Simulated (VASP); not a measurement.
A convergence study with VASP on Tc (space group no. 194 when undisturbed): a few settings are varied, all else stays as given below, so the limit is that of these other settings. One atom is moved off its site, so that forces are finite.

```
Tc
1.0
    1.36315    -2.36104     0.00000
    1.36315     2.36104     0.00000
    0.00000     0.00000     4.36805
Tc
2
Cartesian
  1.36315   0.78702   1.14201
  1.36315  -0.78702   3.27604
```

Level of theory: PBEsol GGA, VASP's PBE PAW potentials (set 64) (plane waves; VASP). The last row used: 300 eV cut-off, 22×22×12 Γ-centred mesh shifted by (0.5, 0.5, 0.5), Gaussian smearing of 0.10 eV, potentials Tc_pv.

```
setting        E (eV/atom)  pressure (GPa)  largest force (eV/Å)  irreducible k-points
-------------  -----------  --------------  --------------------  --------------------
2×2×2 mesh        -11.2445            2.90                 0.465                     3
3×3×2 mesh        -11.3789           -4.25                 0.261                     6
4×4×2 mesh        -11.2714           -2.94                 0.236                    10
4×4×3 mesh        -11.2263           -3.08                 0.223                    16
5×5×3 mesh        -11.2321           -2.43                 0.384                    24
6×6×3 mesh        -11.2465           -3.24                 0.035                    33
7×7×4 mesh        -11.2735           -2.88                 0.152                    56
8×8×5 mesh        -11.2632           -2.76                 0.071                    92
9×9×5 mesh        -11.2707           -2.87                 0.040                   115
10×10×5 mesh      -11.2681           -3.01                 0.043                   140
11×11×6 mesh      -11.2772           -2.99                 0.086                   198
12×12×7 mesh      -11.2786           -3.23                 0.036                   276
13×13×7 mesh      -11.2779           -3.25                 0.032                   322
15×15×8 mesh      -11.2779           -3.04                 0.052                   480
16×16×9 mesh      -11.2777           -3.14                 0.050                   616
18×18×10 mesh     -11.2758           -3.03                 0.040                   855
20×20×11 mesh     -11.2765           -3.14                 0.052                  1160
22×22×12 mesh     -11.2766           -3.12                 0.052                  1518
```

Left out are rungs that failed or repeat a setting and relaxations that didn't move; long series are thinned to 24 rows.

The structure is a typed Tc crystal (space group no. 194). The cell was not relaxed at this level, it is distorted from the ideal structure.
